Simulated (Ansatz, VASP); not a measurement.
**AlNi in two plane-wave programs**

One calculation is typed for both programs; each brings its own data sets. How far apart do they land? The cell is taken from a series of runs on this material, whose earlier steps may have relaxed, scaled, displaced or heated it; both programs get it as it stands.

Calculated with Ansatz 0.2.0; plane waves, with VASP 6.6.1 beside it; PBE.

### Step 1. The starting structure

It takes space group Pm-3m (No. 221, cubic). Conventional cell: a = 2.881 Å, b = 2.881 Å, c = 2.881 Å, α = 90.00°, β = 90.00°, γ = 90.00°. Ni has 8 Al at 2.50 Å nearest. Nearest to Al lie 8 Ni at 2.50 Å. Farther neighbours are not listed.

### Step 2. Ansatz: single point, PBE

Ansatz runs on its default PAW (the set named soft_2) files.

A single point takes one fixed geometry, so differences don't come from the geometry; what else differs is listed under the comparison.

input.yaml reads:

```yaml
crystal:
  lattice:
    - [2.881, 0.0, 0.0]
    - [0.0, 2.881, 0.0]
    - [0.0, 0.0, 2.881]
  atoms:
    - { symbol: Ni, position: [0.5, 0.5, 0.5] }
    - { symbol: Al, position: [0.0, 0.0, 0.0] }
kpoints:
  mp_grid: { grid: [8, 8, 8] }
  band_path:
    path:
      - [[0.0, 0.0, 0.0], [0.0, 0.5, 0.0], [0.5, 0.5, 0.0], [0.0, 0.0, 0.0], [0.5, 0.5, 0.5], [0.0, 0.5, 0.0]]
      - [[0.5, 0.5, 0.0], [0.5, 0.5, 0.5]]
    npoints: 8
scf:
  occupations: { method: fermi_dirac, width: 0.05 }
  n_extra_bands: 6
hamiltonian:
  xc: pbe
  pseudopotentials: { kind: paw }
output:
  forces: true
  stress: true
  populations: true
  write_bands: true
```

Launch:

```bash
> ansatz run input.yaml --threads 4 --pin off --max-ram 8192MiB --backend cpu --events-out ev --progress --plain --runs-dir out
```

Numbers of over 12 decimals in the logs are rounded to 6 here.

Output:

```text
scf.n_extra_bands = 6 over 11 filled bands (N_el = 21.0): the run solves 17 bands
Engine: ansatz 0.2.0, x86_64-unknown-linux-gnu
Pseudopotentials: kind: paw
Pseudopotential: Ni, paw, valence charge 18, recommended cutoff 420 eV (normal), Ni.paw.azcp
Pseudopotential: Al, paw, valence charge 3, recommended cutoff 420 eV (normal), Al.paw.azcp
Functional definition: PBE
  parameter kappa = 0.804
  parameter beta = 0.066725
  exchange = pbe_x(kappa = kappa, mu = beta*pi^2/3)
  correlation = pbe_c(beta = beta)
Crystal: 2 atoms, lattice volume = 23.913 Å³
Basis set: ecut = 420 eV, 461 PW (Γ), exchange–correlation on 40×40×40 points (8 copies of the dense FFT grid, shifted against one another)
Bands: 17, of which v1, the nominal top of the filled ones, is band 11 counted from 1 (10 counted from 0)
Symmetry: 48 space group operations
Space group: Pm-3m (ITA 221), of the structure as read, at distance tolerance 2.9e-5 Å
k-points: 35 of 512
Non-local potential: Ni, projectors of the file, l = 0: 3, l = 1: 2, l = 2: 3, l = 3: 1
Non-local potential: Al, projectors of the file, l = 0: 2, l = 1: 2, l = 2: 1
PAW form: soft (Blöchl's): semilocal exchange-correlation on the pseudo side does not see the compensation charge
PAW one-centre angular grid: Ni, 590 points (default); XC on 64 Gauss nodes
PAW one-centre angular grid: Al, 110 points (default); XC on 64 Gauss nodes
Initial density: superposition of atomic densities (neutral atoms: chi_scale 0, normalization atom), corrected by the library's trained network
Initial wavefunctions: pseudopotential atomic-orbital guess
Functional: x = pbe(κ = 0.804, μ = 0.219515), c = pbe(β = 0.066725)
SCF iter   1: F=—  HF=-6378.528035 eV  |F-HF|=—  |Δ(HF+E_count)|=         —  Δρ=2.05e-3  dr2=7.86e-4  ethr=1.77e-3  ⟨swp⟩=5.0  Hψ=2722  notcnv=0  defer=10
preconditioner: auto → none  [insulator: Δε(μ)=0.150 eV  Ē_g=11.893 eV  σ=0.050 eV  W_gap=0.60  n_scr=6 (ndim 8)  ℏωp=27.4 eV  f_vac=0.000  D(μ)=1.23/eV (n_scr^D=6)  ε∞_Penn≈6.3]
SCF iter   2: F=—  HF=-6378.528034 eV  |F-HF|=—  |Δ(HF+E_count)|=   4.57e-7  Δρ=7.72e-4  dr2=1.16e-4  ethr=3.74e-6  ⟨swp⟩=2.3  Hψ=1187  notcnv=0  defer=13
SCF iter   3: F=—  HF=-6378.528045 eV  |F-HF|=—  |Δ(HF+E_count)|=   1.09e-5  Δρ=1.04e-4  dr2=1.40e-6  ethr=5.51e-7  ⟨swp⟩=1.1  Hψ=569  notcnv=0  defer=13
SCF iter   4: F=—  HF=-6378.528120 eV  |F-HF|=—  |Δ(HF+E_count)|=   7.50e-5  Δρ=1.70e-5  dr2=3.12e-8  ethr=6.66e-9  ⟨swp⟩=2.1  Hψ=780  notcnv=0  defer=13
iter 5 did not close the SCF: its close was put off for the readings that it lacked (scf_convergence_deferred on its scf_iter line)
SCF iter   5: F=-6378.528120 eV  HF=-6378.528120 eV  |F-HF|=8.77e-9  |Δ(HF+E_count)|=   2.07e-8  Δρ=7.91e-6  dr2=8.89e-9  ethr=1.49e-10  ⟨swp⟩=2.4  Hψ=888  notcnv=0  defer=13
SCF iter   6: F=-6378.528120 eV  HF=-6378.528120 eV  |F-HF|=9.37e-10  |Δ(HF+E_count)|=  9.97e-10  Δρ=2.51e-6  dr2=9.71e-10  ethr=4.23e-11  ⟨swp⟩=5.4  Hψ=2183  notcnv=0
SCF 1 converged in 6 iterations: F = -6378.528120 eV  dr2 = 9.71e-10
  greatest PAW one-centre occupation: 1.001 electrons in one spin orbital (limit 2), on the Ni atom at site 0 (counted from 0), in its partial waves of l = 1
NSCF: frozen V_eff on 50 k-points
SCF converged after 6 iterations
Free energy (F): -6378.528120 eV
Harris-Foulkes:  -6378.528120 eV  (|F-HF|=9.37e-10)
Internal energy: -6378.518112 eV  (E = F + TS)
E sigma→0 (E₀):  -6378.523116 eV
Entropy (-TS):   -0.010008 eV (-5.004 meV/atom)
Fermi energy:    13.913988 eV
--- Per-component energies (eV) ---
  E_band       = -336.285963
  E_kinetic    = 311.045043
  E_local      = -4446.659613  (includes V_loc(G=0)·N_el)
  E_nonlocal   = 647.740667
  E_hartree    = 1913.613327
  E_xc         = -126.284727
  E_vxc        = -140.637862  (∫ρ·V_xc dr)
  E_paw        = -2100.358921  (= ΣΔE_a)
  E_vpaw       = -535.003983  (= ΣTr[D̂ρ^β])
  E_aug_tail   = 0.000487  (compensation charges beyond the density's cutoff)
  E_ewald      = -2577.614375
  E_smearing   = -0.010008  (= −TS)
  E_closure    = 0.000000  (closes the sum)
  Σ components = -6378.528120   (vs F -6378.528120, Δ=0.00e0)
--- Forces (eV/Å), atoms counted from 1 ---
  atom   1  Ni     0.00000000    -0.00000000     0.00000000
  atom   2  Al    -0.00000000    -0.00000000     0.00000000
  max |Σ_I F_I| component: 4.83e-29 eV/Å
--- Stress (GPa, compression-positive) ---
        2.193995       0.000000       0.000000
       -0.000000       2.193995       0.000000
        0.000000       0.000000       2.193995
  P = ⅓ Tr σ = 2.1940 GPa (21.940 kbar)
--- Band table (eV; the first three rows and the last of 35) ---
  k-point 0: bands = [... 7 lower, 12.4510, 12.4510, 12.4510, 19.4651, 19.4651, 19.4651, 22.0713, 22.0713, ... 2 higher]
  k-point 1: bands = [... 7 lower, 12.3313, 12.3313, 12.4640, 17.2941, 19.8394, 19.8394, 22.0860, 23.9122, ... 2 higher]
  k-point 2: bands = [... 7 lower, 12.0678, 12.0678, 12.4956, 14.8034, 20.8717, 20.8717, 22.1267, 25.5902, ... 2 higher]
  k-point 34: bands = [... 7 lower, 13.0132, 13.0132, 15.9462, 15.9462, 15.9462, 17.6733, 18.4425, 18.4425, ... 2 higher]
--- Löwdin populations: 2 sites ---
  site symbol       q [e]
     0     Ni     17.5148
     1     Al      3.3064
  spilling = 0.008516 (of n_electrons = 21.000000)
```

### Step 3. VASP: single point, PBE

The same cell, functional, mesh and smearing now go to VASP, with its own data sets.

Lines of VASP's logs that name or quote its potential files are left out, and so is its time.

INCAR reads:

```
SYSTEM = AlNi
PREC = Accurate
ENCUT = 600
EDIFF = 1E-06
NELM = 120
ISMEAR = -1
SIGMA = 0.05
LREAL = .FALSE.
ALGO = Normal
GGA = PE
NBANDS = 12
LASPH = .TRUE.
LORBIT = 11
LWAVE = .FALSE.
LCHARG = .FALSE.
ISIF = 2
GGA_COMPAT = .FALSE.
```

POSCAR reads:

```
AlNi
1.0
    2.8810000000      0.0000000000      0.0000000000
    0.0000000000      2.8810000000      0.0000000000
    0.0000000000      0.0000000000      2.8810000000
Ni Al
1 1
Direct
    0.5000000000      0.5000000000      0.5000000000
    0.0000000000      0.0000000000      0.0000000000
```

KPOINTS reads:

```
Automatic mesh
0
Gamma
8 8 8
0 0 0
```

PAW data sets: Ni and Al (PBE family, release 64).

Launch:

```bash
> mpirun -np 1 vasp_std
```

Output:

```text
[banner, memory and clock lines left out]
running    1 mpi-ranks, on    1 nodes
 distrk:  each k-point on    1 cores,    1 groups
 distr:  one band on    1 cores,    1 groups

 POSCAR found type information on POSCAR NiAl
 POSCAR found :  2 types and       2 ions
 LDA part: xc-table for (Slater+PW92), standard interpolation
 POSCAR, INCAR and KPOINTS ok, starting setup
 FFT: planning ... GRIDC
 FFT: planning ... GRID_SOFT
 FFT: planning ... GRID
 WAVECAR not read
 entering main loop
       N       E                     dE             d eps       ncg     rms          rms(c)
DAV:   1     0.451626786865E+02    0.45163E+02   -0.60615E+03   848   0.127E+03
DAV:   2    -0.102346939390E+02   -0.55397E+02   -0.51503E+02   868   0.207E+02
DAV:   3    -0.119470922210E+02   -0.17124E+01   -0.16981E+01  1024   0.430E+01
DAV:   4    -0.119708966195E+02   -0.23804E-01   -0.23798E-01   932   0.450E+00
DAV:   5    -0.119716417224E+02   -0.74510E-03   -0.74503E-03  1036   0.886E-01    0.120E+01
DAV:   6    -0.139225703417E+02   -0.19509E+01   -0.48900E+01   944   0.110E+02    0.159E+01
DAV:   7    -0.105591341879E+02    0.33634E+01   -0.14635E+01   948   0.664E+01    0.104E+00
DAV:   8    -0.105496770959E+02    0.94571E-02   -0.35015E-01  1048   0.679E+00    0.979E-01
DAV:   9    -0.105364938582E+02    0.13183E-01   -0.45310E-02  1032   0.307E+00    0.181E-01
DAV:  10    -0.105361903137E+02    0.30354E-03   -0.11212E-03  1040   0.465E-01    0.771E-02
DAV:  11    -0.105361850643E+02    0.52494E-05   -0.40233E-05  1188   0.703E-02    0.200E-02
DAV:  12    -0.105361836884E+02    0.13758E-05   -0.19201E-06   580   0.224E-02    0.277E-03
DAV:  13    -0.105361833449E+02    0.34351E-06   -0.24624E-07   508   0.461E-03
   1 F= -.10536183E+02 E0= -.10531275E+02  d E =-.981747E-02
```

Parts of OUTCAR (step 3):

```text
ion  position               nearest neighbor table
   1  0.500  0.500  0.500-   2 2.50   2 2.50   2 2.50   2 2.50   2 2.50   2 2.50   2 2.50   2 2.50

  LATTYP: Found a simple cubic cell.
 ALAT       =     2.8810000000

 Subroutine GETGRP returns: Found 48 space group operations
 (whereof 48 operations were pure point group operations)

The static configuration has the point symmetry O_h .

 Found     35 irreducible k-points:

   k-points           NKPTS =     35   k-points in BZ     NKDIM =     35   number of bands    NBANDS=     12

   dimension x,y,z NGX =    24 NGY =   24 NGZ =   24
   dimension x,y,z NGXF=    48 NGYF=   48 NGZF=   48

   ENCUT  =  600.0 eV  44.10 Ry    6.64 a.u.   5.75  5.75  5.75*2*pi/ulx,y,z

   NELECT =      13.0000    total number of electrons

 k-points in reciprocal lattice and weights: Automatic mesh
   0.00000000  0.00000000  0.00000000       0.002
   0.12500000  0.00000000  0.00000000       0.012
   0.25000000  0.00000000  0.00000000       0.012
   0.37500000  0.00000000  0.00000000       0.012
   0.50000000  0.00000000  0.00000000       0.006
   0.12500000  0.12500000  0.00000000       0.023
   0.25000000  0.12500000  0.00000000       0.047
   0.37500000  0.12500000  0.00000000       0.047
   0.50000000  0.12500000  0.00000000       0.023
[...]
0.50000000  0.50000000  0.37500000       0.012
   0.50000000  0.50000000  0.50000000       0.002

 average (electrostatic) potential at core
       1 -81.5049       2 -70.0808

 E-fermi :   9.9501

 k-point     1 :       0.0000    0.0000    0.0000
  band No.  band energies     occupation
    ...
      2       6.7975      2.00000
      3       6.7975      2.00000
      4       8.4814      2.00000
      5       8.4814      2.00000
      6       8.4814      2.00000
      7      15.5264      0.00000
      8      15.5264      0.00000
      9      15.5264      0.00000
     10      18.1510      0.00000
     11      18.1510      0.00000
    ...

 k-point     2 :       0.1250    0.0000    0.0000
  band No.  band energies     occupation
    ...
      2       6.7634      2.00000
      3       6.8632      2.00000
      4       8.3630      2.00000
      5       8.3630      2.00000
      6       8.4942      2.00000
      7      13.3500      0.00000
      8      15.9007      0.00000
      9      15.9007      0.00000
     10      18.1684      0.00000
     11      20.0022      0.00000
    ...

 k-point     3 :       0.2500    0.0000    0.0000
  band No.  band energies     occupation
    ...
      2       6.4047      2.00000
      3       7.0270      2.00000
      4       8.1021      2.00000
      5       8.1021      2.00000
      6       8.5252      2.00000
      7      10.8483      0.00000
      8      16.9349      0.00000
      9      16.9349      0.00000
     10      18.2167      0.00000
     11      21.6836      0.00000
    ...

  Total        0.3214292      0.3214292      0.3214292     -0.0000000     -0.0000000     -0.0000000
  in kB       21.5360532     21.5360532     21.5360532     -0.0000000     -0.0000000     -0.0000000
  external PRESSURE =      21.5360532 kB  Pullay stress =       0.0000000 kB

  energy-cutoff  :      600.00
  volume of cell :       23.91
      direct lattice vectors                 reciprocal lattice vectors
     2.881000000  0.000000000  0.000000000     0.347101701  0.000000000  0.000000000
     0.000000000  2.881000000  0.000000000     0.000000000  0.347101701  0.000000000
     0.000000000  0.000000000  2.881000000     0.000000000  0.000000000  0.347101701

 POSITION                                       TOTAL-FORCE (eV/Angst)
 -----------------------------------------------------------------------------------
      1.44050      1.44050      1.44050         0.000000      0.000000      0.000000
      0.00000      0.00000      0.00000         0.000000      0.000000      0.000000
 -----------------------------------------------------------------------------------
    total drift:                                0.000000      0.000000     -0.000000

  FREE ENERGIE OF THE ION-ELECTRON SYSTEM (eV)
  ---------------------------------------------------
  free  energy   TOTEN  =       -10.5361833449 eV

  energy  without entropy=      -10.5263658699  energy(sigma->0) =      -10.53127461

 total charge
# of ion       s       p       d       tot
------------------------------------------
    1        0.474   0.515   8.475   9.464
    2        0.384   0.415   0.000   0.799
--------------------------------------------------
tot          0.858   0.931   8.475  10.263

[... 3 further parts left out ...]
```

This run has no spin polarisation, so a moment on Ni, if there is one, isn't seen. Its electron count is odd, so without a moment it is a metal by construction. The k-mesh is coarse for a metal.

### Step 4. Comparison

Known differences besides the potentials themselves: the data sets hold 21 valence electrons in Ansatz (on its default PAW (the set named soft_2) files) and 13 in VASP; the cutoff is 420 eV in Ansatz and 600 eV in VASP. Total energies have different zeros and are not compared.

Compared:

```csv
quantity,Ansatz,VASP,difference
pressure (GPa),2.19,2.15,+0.04
```

### Step 5. Results

| Item | Value |
| --- | --- |
| difference in pressure (single point, PBE) | 0.040 GPa |

In words: The difference in pressure is 0.040 GPa (single point, PBE), within the 1 GPa picked in this series as the mark of a large difference. The data sets hold unlike numbers of valence electrons (21 in Ansatz and 13 in VASP), so part of the differences may come from the potentials. Such differences can come from data sets, numerical settings and the points named under the comparisons, not from the functional's error against experiment.

[Lines on the potential files, build, host, timing and source positions are cut from VASP's logs without a mark.]

[Logs are printed without paths, hosts, clocks, repeated set-up lines and the standing remarks that a program may print on its own settings, such as how far it seeks lower states.]

[Hosts, paths, dates, database ids (printed as entryN), source tags and the programs' standing remarks are cut or masked in the printed files.]
